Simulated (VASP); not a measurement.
Calculation: PBE GGA, VASP's PBE PAW potentials (set 64) (plane waves; VASP 6.6.1).

Input for VASP

**INCAR**
```
ENCUT  =  520   ! plane-wave cut-off (eV)
PREC  =  Accurate
SIGMA  =  0.1   ! width (eV)
LASPH  =  T   ! aspherical one-centre terms
ALGO  =  Normal   ! blocked Davidson
EDIFF  =  1E-6   ! SCF stop (eV)
LCHARG  =  F
LWAVE  =  F
SYSTEM  =  HfC
ISIF  =  2   ! forces and stress, cell fixed
ISMEAR  =  1
LREAL  =  F
LMAXMIX  =  6
NELM  =  100
GGA  =  PE   ! PBE
```

File POSCAR:
```
HfC
1
    0.0000000000     2.3664000000     2.3664000000
    2.3664000000     0.0000000000     2.3664000000
    2.3664000000     2.3664000000     0.0000000000
Hf C
1 1
Direct
  0.0000000000   0.0000000000   0.0000000000
  0.5000000000   0.5000000000   0.5000000000
```

KPOINTS:
```
Automatic mesh
0
gamma
 12 12 12
```

POTCAR, in this order: Hf_pv C (PBE.64 set). Program: vasp_std.

The run wrote:

**OUTCAR**
```
 ion  position               nearest neighbor table
   1  0.000  0.000  0.000-   2 2.37   2 2.37   2 2.37   2 2.37   2 2.37   2 2.37
   2  0.500  0.500  0.500-   1 2.37   1 2.37   1 2.37   1 2.37   1 2.37   1 2.37
  LATTYP: Found a face centered cubic cell.
 ALAT       =     4.7328000000
 Subroutine PRICEL returns:
 Original cell was already a primitive cell.
 Subroutine GETGRP returns: Found 48 space group operations
The static configuration has the point symmetry O_h .
The dynamic configuration has the point symmetry O_h .
 Subroutine INISYM returns: Found 48 space group operations
 Subroutine IBZKPT returns following result:
 Found     72 irreducible k-points:

 Following reciprocal coordinates:
            Coordinates               Weight
  0.000000  0.000000  0.000000      1.000000
  0.083333  0.000000  0.000000      8.000000
  0.166667  0.000000  0.000000      8.000000
  0.250000  0.000000  0.000000      8.000000
  0.333333  0.000000  0.000000      8.000000
  0.416667  0.000000  0.000000      8.000000
  0.500000  0.000000  0.000000      4.000000
  0.083333  0.083333  0.000000      6.000000
  0.166667  0.083333  0.000000     24.000000
...
```

### OSZICAR
```
       N       E                     dE             d eps       ncg     rms          rms(c)
DAV:   1     0.229021174212E+02    0.22902E+02   -0.77760E+03  1584   0.121E+03
DAV:   2    -0.224090033555E+02   -0.45311E+02   -0.42813E+02  2064   0.211E+02
DAV:   3    -0.242160023005E+02   -0.18070E+01   -0.17713E+01  2037   0.324E+01
DAV:   4    -0.242347327411E+02   -0.18730E-01   -0.18703E-01  1931   0.347E+00
DAV:   5    -0.242350411816E+02   -0.30844E-03   -0.30869E-03  2151   0.343E-01    0.519E+01
DAV:   6    -0.210943409580E+02    0.31407E+01   -0.21463E+01  1782   0.232E+01    0.380E+01
DAV:   7    -0.210081612497E+02    0.86180E-01   -0.75317E-01  1857   0.639E+00    0.243E+01
DAV:   8    -0.210019572617E+02    0.62040E-02   -0.95605E-02  1767   0.286E+00    0.651E+00
DAV:   9    -0.209923944969E+02    0.95628E-02   -0.46769E-02  1785   0.126E+00    0.180E+00
DAV:  10    -0.209921732930E+02    0.22120E-03   -0.11224E-03  1939   0.287E-01    0.431E-01
DAV:  11    -0.209921527788E+02    0.20514E-04   -0.32070E-04  1826   0.119E-01    0.493E-02
DAV:  12    -0.209921503409E+02    0.24379E-05   -0.12650E-05  1883   0.302E-02    0.774E-02
DAV:  13    -0.209921494789E+02    0.86200E-06   -0.54638E-07   978   0.832E-03
   1 F= -.20992149E+02 E0= -.20992047E+02  d E =-.308369E-03
```

### OUTCAR
```
------------------------ aborting loop because EDIFF is reached ----------------------------------------
  FORCE on cell =-STRESS in cart. coord.  units (eV):
  Direction    XX          YY          ZZ          XY          YZ          ZX
  --------------------------------------------------------------------------------------
  Total       -1.9450238     -1.9450238     -1.9450238      0.0000000      0.0000000      0.0000000
  in kB     -117.5820544   -117.5820544   -117.5820544      0.0000000      0.0000000      0.0000000
  external PRESSURE =    -117.5820544 kB  Pullay stress =       0.0000000 kB
  volume of cell :       26.50
      direct lattice vectors                 reciprocal lattice vectors
     0.000000000  2.366400000  2.366400000    -0.211291413  0.211291413  0.211291413
     2.366400000  0.000000000  2.366400000     0.211291413 -0.211291413  0.211291413
     2.366400000  2.366400000  0.000000000     0.211291413  0.211291413 -0.211291413
 POSITION                                       TOTAL-FORCE (eV/Angst)
 -----------------------------------------------------------------------------------
      0.00000      0.00000      0.00000         0.000000     -0.000000     -0.000000
      2.36640      2.36640      2.36640        -0.000000      0.000000      0.000000
 -----------------------------------------------------------------------------------
    total drift:                                0.000000      0.000000      0.000000
  FREE ENERGIE OF THE ION-ELECTRON SYSTEM (eV)
  ---------------------------------------------------
  free  energy   TOTEN  =       -20.9921494789 eV

  energy  without entropy=      -20.9918411104  energy(sigma->0) =      -20.99204669
```
(Selected blocks of OUTCAR.)

The compound is HfC in the rock salt structure. The cell was not relaxed at this level.
